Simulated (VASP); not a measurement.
# A VASP study of LiLaTeS (LDA): structure first, properties next, part 2 of 2

What structure does LiLaTeS take at this level, and what are its properties? The cell is invented: it takes the structure of a Materials Project entry for LiPrS2 (space group 123 there), with some of its atoms replaced by other elements, volume scaled by an estimate. It may not be a known or stable phase.

VASP 6.6.1, plane waves and PAW; the level of theory is named at each step.

So far. Step 9 (Volume scan with LDA, volume scale 0.98): The run ends at a pressure of 1.24 GPa.

## (10) Volume scan with LDA, volume scale 1

File INCAR:

```
SYSTEM = LiLaTeS
PREC = Accurate
ENCUT = 650
EDIFF = 1E-06
NELM = 100
ISMEAR = -1
SIGMA = 0.05
LREAL = .FALSE.
ALGO = Normal
GGA = CA
NBANDS = 19
LORBIT = 11
LWAVE = .FALSE.
LCHARG = .FALSE.
KPAR = 2
ISIF = 2
```

File POSCAR:

```
LiLaTeS
1.0
    4.0731562989      0.0000000000      0.0000000000
    0.0000000000      4.0731562989      0.0000000000
    0.0000000000      0.0000000000      6.1913601071
La Te S Li
1 1 1 1
Direct
    0.5000000000      0.5000000000      0.5000000000
    0.5000000000      0.5000000000      0.0000000000
    0.0000000000      0.0000000000      0.5000000000
    0.0000000000      0.0000000000      0.0000000000
```

File KPOINTS:

```
Automatic mesh
0
Gamma
6 6 4
0 0 0
```

Potentials, in the order of the species: La, Te, S and Li_sv (LDA family, release 64).

The run is started by

```console
$ mpirun -np 2 vasp_std
```

The job ended after 25 s (2 MPI ranks of Intel Xeon 6975P-C (Granite Rapids), shared host; peak memory 0.57 GiB; 49 s of CPU time).

The pressure falls from 1.24 to -0.02 GPa.

The run ends at a pressure of -0.02 GPa.

## (11) Volume scan with LDA, volume scale 1.02

INCAR is that of step 10.

File POSCAR:

```
LiLaTeS
1.0
    4.1001316301      0.0000000000      0.0000000000
    0.0000000000      4.1001316301      0.0000000000
    0.0000000000      0.0000000000      6.2323636869
La Te S Li
1 1 1 1
Direct
    0.5000000000      0.5000000000      0.5000000000
    0.5000000000      0.5000000000      0.0000000000
    0.0000000000      0.0000000000      0.5000000000
    0.0000000000      0.0000000000      0.0000000000
```

KPOINTS is that of step 10.

The run is started by

```console
$ mpirun -np 2 vasp_std
```

Run time: 28 s. Hardware: 2 MPI ranks; peak memory 0.56 GiB; 55 s of CPU time.

The pressure falls from -0.02 to -1.11 GPa.

The run ends at a pressure of -1.11 GPa.

## (12) Volume scan with LDA, volume scale 1.04

INCAR is that of step 11.

File POSCAR:

```
LiLaTeS
1.0
    4.1267566075      0.0000000000      0.0000000000
    0.0000000000      4.1267566075      0.0000000000
    0.0000000000      0.0000000000      6.2728347149
La Te S Li
1 1 1 1
Direct
    0.5000000000      0.5000000000      0.5000000000
    0.5000000000      0.5000000000      0.0000000000
    0.0000000000      0.0000000000      0.5000000000
    0.0000000000      0.0000000000      0.0000000000
```

KPOINTS is that of step 11.

The run is started by

```console
$ mpirun -np 2 vasp_std
```

Wall time 29 s (2 MPI ranks); peak memory 0.57 GiB; 56 s of CPU time.

The pressure falls from -1.11 to -2.19 GPa.

The run ends at a pressure of -2.19 GPa.

## (13) Volume scan with LDA, volume scale 1.06

A prediction first. A least-squares parabola for the 6 pressures of evenly scaled cells so far, P = -0.01 -59.7 t +121 t² GPa with t = ln(V/V₁) and V₁ the volume at scale 1, gives -3.08 GPa at t = +0.0583.

INCAR is that of step 12.

File POSCAR:

```
LiLaTeS
1.0
    4.1530423901      0.0000000000      0.0000000000
    0.0000000000      4.1530423901      0.0000000000
    0.0000000000      0.0000000000      6.3127901534
La Te S Li
1 1 1 1
Direct
    0.5000000000      0.5000000000      0.5000000000
    0.5000000000      0.5000000000      0.0000000000
    0.0000000000      0.0000000000      0.5000000000
    0.0000000000      0.0000000000      0.0000000000
```

KPOINTS is that of step 12.

The run is started by

```console
$ mpirun -np 2 vasp_std
```

It took 24 s on 2 MPI ranks; peak memory 0.58 GiB; 46 s of CPU time.

The pressure falls from -2.19 to -3.05 GPa. The parabola predicted -3.08 GPa, -0.03 GPa off.

## (14) Side by side

Times are for 2 MPI ranks of Intel Xeon 6975P-C (Granite Rapids), shared host. Results by setting:

| no. | volume scale | energy above the lowest point (meV/atom) | pressure (GPa) | time | memory (GiB) |
| --- | --- | --- | --- | --- | --- |
| 1 | 0.94 | 19.47 | 4.157 | 27 s | 0.53 |
| 2 | 0.96 | 8.46 | 2.617 | 28 s | 0.55 |
| 3 | 0.98 | 2.12 | 1.237 | 29 s | 0.56 |
| 4 | 1 | 0 | -0.02247 | 25 s | 0.57 |
| 5 | 1.02 | 1.68 | -1.106 | 28 s | 0.56 |
| 6 | 1.04 | 6.8 | -2.188 | 29 s | 0.57 |
| 7 | 1.06 | 15.03 | -3.050 | 24 s | 0.58 |

## (15) Fit for LDA

This step: Birch-Murnaghan fit, LDA; plane waves and PAW; invented cell (VASP 6.6.1).

Derived from the runs above.

Numbers from this step:

- pressure derivative of the bulk modulus: 4.102
- r.m.s. error of the fit: 1.00e-6 eV/atom
- minimum inside the sampled range: yes
- bulk modulus: 59.12 GPa
- equilibrium volume of the fit: 25.70 Å³/atom

Energy above the fitted minimum against volume:

| volume (Å³/atom) | energy above the fitted minimum (eV/atom) |
| --- | --- |
| 24.14 | 0.0195 |
| 24.65 | 0.00847 |
| 25.17 | 0.00212 |
| 25.68 | 3.0e-6 |
| 26.19 | 0.00169 |
| 26.71 | 0.00681 |
| 27.22 | 0.0150 |

The fit over cells of fixed shape and fractional positions puts the volume +0.08 % from the relaxed one.

## (16) Self-consistent run (LDA) with a changed input

This step: LDA, spin-polarised from a ferromagnetic start; plane waves and PAW (La, Te, S, Li_sv); invented cell (VASP 6.6.1).

This run is made with a changed input; what comes of it follows.

Changes to INCAR since step 13:

```diff
@@ -4,3 +4,3 @@
 EDIFF = 1E-06
-NELM = 100
+NELM = 77
 ISMEAR = -1
@@ -16 +16,3 @@
 ISIF = 2
+ISPIN = 2
+MAGMOM = 1.0 1.0 1.0
```

File POSCAR:

```
LiLaTeS
1.0
    4.0731562989      0.0000000000      0.0000000000
    0.0000000000      4.0731562989      0.0000000000
    0.0000000000      0.0000000000      6.1913601071
La Te S Li
1 1 1 1
Direct
    0.5000000000      0.5000000000      0.5000000000
    0.5000000000      0.5000000000      0.0000000000
    0.0000000000      0.0000000000      0.5000000000
    0.0000000000      0.0000000000      0.0000000000
```

KPOINTS is that of step 13.

The run is started by

```console
$ mpirun -np 2 vasp_std
```

Run time: 2.8 s. Hardware: 2 MPI ranks.

The input was rejected at the start.

VASP's message: “ERROR: You have set 3 value(s) for MAGMOM; however for spin-polarized calculations (ISPIN=2), MAGMOM has to be a list of”. No number of this run is used.

The fault in the input: wrong count of starting moments (ISPIN = 2 and MAGMOM = "1.0 1.0 1.0"). MAGMOM needs one number an atom.

## (17) Results

* relaxed volume: 25.68 Å³/atom
* relaxed conventional cell a, b, c: 4.073, 4.073, 6.191 Å
* space group after relaxing, within 0.02 Å: P4/mmm (No. 123)
* band gap: none, a metal
* DOS at the Fermi level: 0.751 states/eV/cell
* bulk modulus from the fit: 59.1 GPa
* volume from the fit: 25.7 Å³/atom

What this shows: With LDA, LiLaTeS relaxes to 25.68 Å³/atom in space group P4/mmm (held by the symmetry of the run), comes out as a metal and has a bulk modulus of 59.1 GPa. Bands along the symmetry lines (LDA): Of the bands kept, 2 cross the Fermi level on this path. Spin-orbit coupling is left out, and with elements this heavy it would split and shift bands near the Fermi level. The k-sampling is coarse for a metal, so the Fermi level, pressures and the shape of the cell carry errors. No search among competing phases was made. All values are for a static lattice at zero temperature.

[Lines on the potential files, build, host, timing and source positions are cut from VASP's logs without a mark.]

[Logs are printed without paths, hosts, clocks, repeated set-up lines and the standing remarks that a program may print on its own settings, such as how far it seeks lower states.]

[Hosts, paths, dates, database ids (printed as entryN), source tags and the programs' standing remarks are cut or masked in the printed files.]

[A measured line is paired with the nearest computed mode of its activity, which favours agreement.]

[In band tables of VASP the shares of atoms and orbitals are scaled to a sum of 1 inside the atoms' spheres.]
